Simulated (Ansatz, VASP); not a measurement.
# Two plane-wave programs on LiSi2N2

INCAR

```
SYSTEM = LiSi2N2
ALGO = Normal
EDIFF = 1E-6
ENCUT = 520
GGA = PE
ISIF = 2
ISMEAR = 0
LASPH = .TRUE.
LCHARG = .FALSE.
LREAL = .FALSE.
LWAVE = .FALSE.
NBANDS = 18
NELM = 100
PREC = Accurate
SIGMA = 0.1
```

The input KPOINTS:

```
k-points
0
G
  8 8 8
  0 0 0
```

File POSCAR:

```
LiSi2N2
1.0
   -1.4543885092      1.9587177874      3.9057404035
    1.4543885092     -1.9587177874      3.9057404035
    1.4543885092      1.9587177874     -3.9057404035
Li Si N
1 2 2
Direct
    0.5000000000      0.5000000000      0.0000000000
    0.8499229424      0.8499229424      0.0000000000
    0.1500770576      0.1500770576      0.0000000000
    0.6923911117      0.1923911117      0.5000000000
    0.3076088883      0.8076088883      0.5000000000
```

Input for Ansatz:

```yaml
crystal:
  lattice:
    - [-1.4543885092, 1.9587177874, 3.9057404035]
    - [1.4543885092, -1.9587177874, 3.9057404035]
    - [1.4543885092, 1.9587177874, -3.9057404035]
  atoms:
    - { symbol: Li, position: [0.5, 0.5, 0.0] }
    - { symbol: Si, position: [0.8499229424, 0.8499229424, 0.0] }
    - { symbol: Si, position: [0.1500770576, 0.1500770576, 0.0] }
    - { symbol: "N", position: [0.6923911117, 0.1923911117, 0.5] }
    - { symbol: "N", position: [0.3076088883, 0.8076088883, 0.5] }
basis:
  ecutwfc: 420
kpoints:
  mp_grid: { grid: [8, 8, 8] }
hamiltonian:
  xc: pbe
scf:
  occupations: { method: gaussian, width: 0.1 }
  lower_state_search: "off"
output:
  forces: true
  stress: true
  eigenvalues: true
```

Change from the starting cell: the structure that the rattled cell fell into.

Alike in both runs: task single point; functional PBE; k mesh 8 × 8 × 8; occupations gaussian, width 0.1 eV; no spin polarisation.

|  | VASP | Ansatz |
| --- | --- | --- |
| version | VASP 6.6.1 | Ansatz 0.2.0 |
| potentials or method | VASP PAW PBE potentials, release 64 (Li_sv, Si, N) | scalar-relativistic, plane waves, PAW |
| plane-wave cutoff (eV) | 520 | 420 |
| valence electrons in the cell | 21 | 21 |

|  | VASP | Ansatz | Ansatz less VASP |
| --- | --- | --- | --- |
| gap on the k mesh at the Fermi level (eV) | none | none | - |
| rms of the force components (eV/Å) | 0.003 | 0.006 | +0.0028 |

Atom by atom the forces differ by 0.007 eV/Å (rms over components). A gap of «none» marks a metal or a gap that the smearing closes.
